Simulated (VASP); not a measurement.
Level of theory: r2SCAN meta-GGA, VASP's PBE PAW potentials (set 64) (plane waves; VASP).

VASP input:

File POSCAR:
```
Os(100) slab
1
    4.3171075114     0.0000000000     0.0000000000
    0.0000000000     2.7414495937     0.0000000000
    0.0000000000     0.0000000000    24.5595694100
Os
8
Direct
  0.2500000000   0.5000000000   0.3711070000
  0.7500000000   0.0000000000   0.3388840000
  0.2500000000   0.0000000000   0.4677770000
  0.7500000000   0.5000000000   0.4355540000
  0.2500000000   0.5000000000   0.5644460000
  0.7500000000   0.0000000000   0.5322230000
  0.2500000000   0.0000000000   0.6611160000
  0.7500000000   0.5000000000   0.6288930000
```

### INCAR
```
IDIPOL = 3
ENCUT = 400   ! plane-wave cut-off (eV)
ISIF = 2
NELM = 100   ! most electronic steps
ISMEAR = 1
METAGGA = R2SCAN
EDIFFG = -0.03   ! ionic stop
DIPOL = 0.5 0.5 0.5
NSW = 50
LASPH = .True.   ! aspherical one-centre terms
LCHARG = .False.
EDIFF = 1E-5   ! SCF stop (eV)
LWAVE = .True.
IBRION = 2
LREAL = .False.
SYSTEM = Os(100) slab
ALGO = Normal   ! blocked Davidson
LMIXTAU = .True.
NELMIN = 4
LDIPOL = .True.
LMAXMIX = 6   ! l cut-off of mixed one-centre charges
SIGMA = 0.1   ! width (eV)
PREC = Normal
```

**KPOINTS**
```
Automatic mesh
0
Gamma
7 10 1
0 0 0
```

POTCAR, in this order: Os (PBE.64 set). Program: vasp_std.

Output

**OSZICAR**
```
...
DAV:  12    -0.418539554403E+03    0.78406E-03   -0.47967E-04  1926   0.172E-01    0.172E-02
DAV:  13    -0.418539918514E+03   -0.36411E-03   -0.17974E-03  1878   0.317E-01    0.103E-02
DAV:  14    -0.418540632977E+03   -0.71446E-03   -0.18394E-04  2314   0.976E-02    0.114E-02
DAV:  15    -0.418540515194E+03    0.11778E-03   -0.21466E-05  1482   0.367E-02    0.120E-02
DAV:  16    -0.418541892464E+03   -0.13773E-02   -0.42128E-04  1872   0.156E-01    0.626E-03
DAV:  17    -0.418543291213E+03   -0.13987E-02   -0.17765E-03  1932   0.214E-01    0.103E-02
DAV:  18    -0.418543285937E+03    0.52765E-05   -0.97185E-05  2240   0.476E-02
   2 F= -.41854329E+03 E0= -.41854152E+03  d E =-.214640E+00
       N       E                     dE             d eps       ncg     rms          rms(c)
DAV:   1    -0.418533848688E+03    0.94425E-02   -0.10263E+01  1824   0.144E+01    0.724E-01
DAV:   2    -0.418564904283E+03   -0.31056E-01   -0.18199E-01  2872   0.266E+00    0.865E-01
DAV:   3    -0.418561713423E+03    0.31909E-02   -0.76200E-02  3128   0.182E+00    0.661E-01
DAV:   4    -0.418561624103E+03    0.89320E-04   -0.21190E-02  3156   0.907E-01    0.504E-01
DAV:   5    -0.418561856078E+03   -0.23197E-03   -0.86387E-03  2980   0.576E-01    0.327E-01
DAV:   6    -0.418560870505E+03    0.98557E-03   -0.84575E-03  2900   0.530E-01    0.140E-01
DAV:   7    -0.418562029939E+03   -0.11594E-02   -0.31700E-03  2764   0.321E-01    0.479E-02
DAV:   8    -0.418560861100E+03    0.11688E-02   -0.12614E-03  2138   0.196E-01    0.281E-02
DAV:   9    -0.418561327044E+03   -0.46594E-03   -0.34388E-04  1990   0.122E-01    0.140E-02
DAV:  10    -0.418561678348E+03   -0.35130E-03   -0.18038E-04  1908   0.103E-01    0.828E-03
DAV:  11    -0.418561844959E+03   -0.16661E-03   -0.74413E-05  1804   0.771E-02    0.462E-03
DAV:  12    -0.418561908605E+03   -0.63647E-04   -0.32705E-05  1496   0.514E-02    0.371E-03
DAV:  13    -0.418561945868E+03   -0.37262E-04   -0.10071E-05  1364   0.278E-02    0.170E-03
DAV:  14    -0.418561954633E+03   -0.87655E-05   -0.73919E-06  1250   0.269E-02
   3 F= -.41856195E+03 E0= -.41856017E+03  d E =-.233309E+00
       N       E                     dE             d eps       ncg     rms          rms(c)
DAV:   1    -0.418561709607E+03    0.23626E-03   -0.54117E+00  1824   0.105E+01    0.420E-01
DAV:   2    -0.418565788383E+03   -0.40788E-02   -0.59934E-02  2666   0.164E+00    0.445E-01
DAV:   3    -0.418572436086E+03   -0.66477E-02   -0.26661E-02  3234   0.982E-01    0.391E-01
DAV:   4    -0.418573247806E+03   -0.81172E-03   -0.83733E-03  3154   0.556E-01    0.227E-01
DAV:   5    -0.418573905396E+03   -0.65759E-03   -0.55275E-03  3152   0.421E-01    0.201E-01
DAV:   6    -0.418574132363E+03   -0.22697E-03   -0.45837E-03  3134   0.422E-01    0.582E-02
DAV:   7    -0.418574974424E+03   -0.84206E-03   -0.13437E-03  2228   0.184E-01    0.248E-02
DAV:   8    -0.418575011703E+03   -0.37279E-04   -0.15763E-04  2560   0.707E-02    0.187E-02
DAV:   9    -0.418574931193E+03    0.80510E-04   -0.65621E-05  1800   0.714E-02    0.125E-02
DAV:  10    -0.418575057536E+03   -0.12634E-03   -0.15459E-05  1356   0.350E-02    0.780E-03
DAV:  11    -0.418575111438E+03   -0.53902E-04   -0.86437E-06  1208   0.195E-02    0.377E-03
DAV:  12    -0.418575137846E+03   -0.26408E-04   -0.46113E-06  1116   0.137E-02    0.303E-03
DAV:  13    -0.418575149762E+03   -0.11916E-04   -0.46307E-06  1092   0.165E-02    0.201E-03
DAV:  14    -0.418575167118E+03   -0.17357E-04   -0.25534E-06  1056   0.109E-02    0.106E-03
DAV:  15    -0.418575162163E+03    0.49550E-05   -0.14424E-06  1044   0.878E-03
   4 F= -.41857516E+03 E0= -.41857337E+03  d E =-.132075E-01
       N       E                     dE             d eps       ncg     rms          rms(c)
DAV:   1    -0.418574551457E+03    0.61566E-03   -0.75089E-01  1824   0.391E+00    0.159E-01
DAV:   2    -0.418574215913E+03    0.33554E-03   -0.87386E-03  2634   0.616E-01    0.168E-01
DAV:   3    -0.418575707464E+03   -0.14916E-02   -0.37370E-03  3200   0.363E-01    0.147E-01
DAV:   4    -0.418575950339E+03   -0.24287E-03   -0.12262E-03  3106   0.210E-01    0.863E-02
DAV:   5    -0.418576173524E+03   -0.22318E-03   -0.77035E-04  3132   0.156E-01    0.737E-02
DAV:   6    -0.418576231466E+03   -0.57942E-04   -0.65555E-04  3088   0.164E-01    0.233E-02
DAV:   7    -0.418576292457E+03   -0.60991E-04   -0.19718E-04  2214   0.800E-02    0.904E-03
DAV:   8    -0.418576348618E+03   -0.56161E-04   -0.23424E-05  1510   0.335E-02    0.805E-03
DAV:   9    -0.418576328321E+03    0.20297E-04   -0.10493E-05  1260   0.294E-02    0.459E-03
DAV:  10    -0.418576367246E+03   -0.38925E-04   -0.67696E-06  1202   0.213E-02    0.269E-03
DAV:  11    -0.418576387262E+03   -0.20016E-04   -0.22379E-06  1056   0.116E-02    0.166E-03
DAV:  12    -0.418576403157E+03   -0.15895E-04   -0.10248E-06  1026   0.724E-03    0.113E-03
DAV:  13    -0.418576397723E+03    0.54336E-05   -0.14245E-06   990   0.905E-03
   5 F= -.41857640E+03 E0= -.41857466E+03  d E =-.144431E-01
       N       E                     dE             d eps       ncg     rms          rms(c)
DAV:   1    -0.418575837196E+03    0.56596E-03   -0.27127E+00  1824   0.743E+00    0.280E-01
DAV:   2    -0.418575972617E+03   -0.13542E-03   -0.29158E-02  2634   0.123E+00    0.348E-01
DAV:   3    -0.418579003472E+03   -0.30309E-02   -0.15702E-02  3224   0.782E-01    0.278E-01
DAV:   4    -0.418579385315E+03   -0.38184E-03   -0.21515E-03  3136   0.307E-01    0.207E-01
DAV:   5    -0.418579361990E+03    0.23324E-04   -0.16566E-03  3066   0.218E-01    0.155E-01
DAV:   6    -0.418581146803E+03   -0.17848E-02   -0.26865E-03  3016   0.306E-01    0.477E-02
DAV:   7    -0.418581749003E+03   -0.60220E-03   -0.95583E-04  2310   0.144E-01    0.366E-02
DAV:   8    -0.418581791102E+03   -0.42099E-04   -0.73996E-05  2292   0.475E-02    0.292E-02
DAV:   9    -0.418581798285E+03   -0.71830E-05   -0.53428E-06  1194   0.173E-02
   6 F= -.41858180E+03 E0= -.41858014E+03  d E =-.540056E-02
       N       E                     dE             d eps       ncg     rms          rms(c)
DAV:   1    -0.418579608750E+03    0.21824E-02   -0.16001E+00  1824   0.571E+00    0.219E-01
DAV:   2    -0.418579070145E+03    0.53861E-03   -0.17110E-02  2580   0.959E-01    0.266E-01
DAV:   3    -0.418581372820E+03   -0.23027E-02   -0.86288E-03  3216   0.613E-01    0.217E-01
DAV:   4    -0.418581645437E+03   -0.27262E-03   -0.13352E-03  3122   0.246E-01    0.156E-01
DAV:   5    -0.418581733310E+03   -0.87873E-04   -0.93690E-04  3106   0.165E-01    0.121E-01
DAV:   6    -0.418582844097E+03   -0.11108E-02   -0.15252E-03  3020   0.230E-01    0.372E-02
DAV:   7    -0.418583134528E+03   -0.29043E-03   -0.56351E-04  2318   0.112E-01    0.278E-02
DAV:   8    -0.418583157893E+03   -0.23365E-04   -0.46929E-05  1854   0.447E-02    0.224E-02
DAV:   9    -0.418583172780E+03   -0.14887E-04   -0.53165E-06  1146   0.177E-02    0.203E-02
DAV:  10    -0.418583214282E+03   -0.41502E-04   -0.21722E-05  1466   0.407E-02    0.145E-02
DAV:  11    -0.418583273541E+03   -0.59259E-04   -0.20721E-05  1318   0.336E-02    0.471E-03
DAV:  12    -0.418583215639E+03    0.57903E-04   -0.15103E-05  1264   0.291E-02    0.447E-03
DAV:  13    -0.418583217511E+03   -0.18727E-05   -0.78948E-06  1160   0.236E-02
   7 F= -.41858322E+03 E0= -.41858165E+03  d E =-.681979E-02
       N       E                     dE             d eps       ncg     rms          rms(c)
DAV:   1    -0.418583141068E+03    0.74571E-04   -0.71454E-02  1824   0.119E+00    0.481E-02
DAV:   2    -0.418583362163E+03   -0.22110E-03   -0.16227E-03  2904   0.264E-01    0.923E-02
DAV:   3    -0.418583297175E+03    0.64988E-04   -0.84127E-04  3178   0.192E-01    0.390E-02
DAV:   4    -0.418583378078E+03   -0.80903E-04   -0.68539E-05  2032   0.593E-02    0.313E-02
DAV:   5    -0.418583329163E+03    0.48915E-04   -0.46063E-05  1876   0.538E-02    0.213E-02
DAV:   6    -0.418583322990E+03    0.61731E-05   -0.21315E-05  1346   0.459E-02
   8 F= -.41858332E+03 E0= -.41858169E+03  d E =-.105478E-03
```

### OUTCAR
```
------------------------ aborting loop because EDIFF is reached ----------------------------------------
  FORCE on cell =-STRESS in cart. coord.  units (eV):
  Direction    XX          YY          ZZ          XY          YZ          ZX
  --------------------------------------------------------------------------------------
  Total       -2.3195387     -7.6339442     -0.0789913      0.0000000      0.0000000      0.0000000
  in kB      -12.7855177    -42.0790265     -0.4354076      0.0000000      0.0000000      0.0000000
  external PRESSURE =     -18.4333173 kB  Pullay stress =       0.0000000 kB
  volume of cell :      290.67
      direct lattice vectors                 reciprocal lattice vectors
     4.317107511  0.000000000  0.000000000     0.231636575  0.000000000  0.000000000
     0.000000000  2.741449594  0.000000000     0.000000000  0.364770522  0.000000000
     0.000000000  0.000000000 24.559569410     0.000000000  0.000000000  0.040717326
 POSITION                                       TOTAL-FORCE (eV/Angst)
 -----------------------------------------------------------------------------------
      1.07928      1.37072      9.09850        -0.000000      0.000000     -0.009677
      3.23783      2.74145      8.45537         0.000000      0.000000      0.005524
      1.07928      0.00000     11.45211         0.000000      0.000000      0.006264
      3.23783      1.37072     10.68219         0.000000      0.000000     -0.002440
      1.07928      1.37072     13.87738         0.000000     -0.000000      0.002440
      3.23783      0.00000     13.10746         0.000000      0.000000     -0.006264
      1.07928      0.00000     16.10420        -0.000000     -0.000000     -0.005524
      3.23783      1.37072     15.46107         0.000000      0.000000      0.009677
 -----------------------------------------------------------------------------------
    total drift:                                0.000000     -0.000000      0.000000
  FREE ENERGIE OF THE ION-ELECTRON SYSTEM (eV)
  ---------------------------------------------------
  free  energy   TOTEN  =      -418.5833229895 eV

  energy  without entropy=     -418.5784190248  energy(sigma->0) =     -418.58168833

 reached required accuracy - stopping structural energy minimisation
```
(Selected blocks of OUTCAR.)

File CONTCAR:
```
Os(100) slab
   1.00000000000000
     4.3171075113999997    0.0000000000000000    0.0000000000000000
     0.0000000000000000    2.7414495937000001    0.0000000000000000
     0.0000000000000000    0.0000000000000000   24.5595694100000017
  Os
     8
Direct
     0.2500000000000000    0.5000000000000000    0.3704666026800607
     0.7500000000000000    1.0000000000000000    0.3442801989941167
     0.2500000000000000    0.0000000000000000    0.4662992488485947
     0.7500000000000000    0.5000000000000000    0.4349501650198472
     0.2500000000000000    0.5000000000000000    0.5650498349801528
     0.7500000000000000    0.0000000000000000    0.5337007511514053
     0.2500000000000000    0.0000000000000000    0.6557198010058832
     0.7500000000000000    0.5000000000000000    0.6295333973199396
```

The cell is a thin slab with vacuum, built from Os (hcp): (100) face.
